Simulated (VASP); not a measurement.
Input for VASP

**INCAR**
```
! general
SYSTEM   =  ZnO
PREC     =  Accurate
ENCUT    =  530
LREAL    =  F
LASPH    =  T

! electronic loop
EDIFF    =  1E-6
NELM     =  100
ALGO     =  Normal
LMAXMIX  =  4

! smearing
ISMEAR   =  0
SIGMA    =  0.05

! functional
GGA      =  PS

! ions
IBRION   =  2
NSW      =  60
ISIF     =  3
EDIFFG   =  -0.02

! output
LWAVE    =  F
LCHARG   =  F
```

File POSCAR:
```
ZnO
1
    3.2437349740     0.0000000000     0.0000000000
   -1.6218674870     2.8091573258     0.0000000000
    0.0000000000    -0.0000000000     5.2012619200
Zn O
2 2
Direct
  0.3333330000   0.6666670000   0.0001699753
  0.6666670000   0.3333330000   0.5001699753
  0.3333330000   0.6666670000   0.3818300247
  0.6666670000   0.3333330000   0.8818300247
```

**KPOINTS**
```
Automatic mesh
0
Gamma
7 7 4
0 0 0
```

POTCAR, in this order: Zn O (PBE.64 set). Program: vasp_std.

Translate this PBEsol calculation to Quantum ESPRESSO's pw.x.

One equivalent input (not run):
```
&CONTROL
  calculation = 'vc-relax'
  pseudo_dir = './pseudo'
  outdir = './out'
  tprnfor = .true.
  tstress = .true.
  nstep = 60
  forc_conv_thr = 0.00078
/
&SYSTEM
  ibrav = 0
  nat = 4
  ntyp = 2
  ecutwfc = 84
  occupations = 'smearing'
  smearing = 'gaussian'
  degauss = 0.003675
  input_dft = 'pbesol'
/
&ELECTRONS
  conv_thr = 7.3e-08
  electron_maxstep = 100
/
&IONS
/
&CELL
/
ATOMIC_SPECIES
  Zn 65.380 Zn.upf
  O 15.999 O.upf
CELL_PARAMETERS angstrom
     3.2437350    0.0000000    0.0000000
    -1.6218675    2.8091573    0.0000000
     0.0000000   -0.0000000    5.2012619
ATOMIC_POSITIONS crystal
  Zn   0.3333330  0.6666670  0.0001700
  Zn   0.6666670  0.3333330  0.5001700
  O    0.3333330  0.6666670  0.3818300
  O    0.6666670  0.3333330  0.8818300
K_POINTS automatic
  7 7 4 0 0 0
```
The two are equivalent in intent, not identical: the potentials are each code's own (VASP's PAW set, PseudoDojo norm-conserving files in pw.x), so ENCUT and ecutwfc are chosen apart and not converted; conv_thr bounds pw.x's estimated SCF error, while EDIFF bounds the energy change between steps; forc_conv_thr acts on force components and is met together with etot_conv_thr.

The compound is ZnO in the wurtzite structure. This run relaxes it. Symmetry was kept, so distortions that lower it aren't found. The start is the result of an earlier pass.
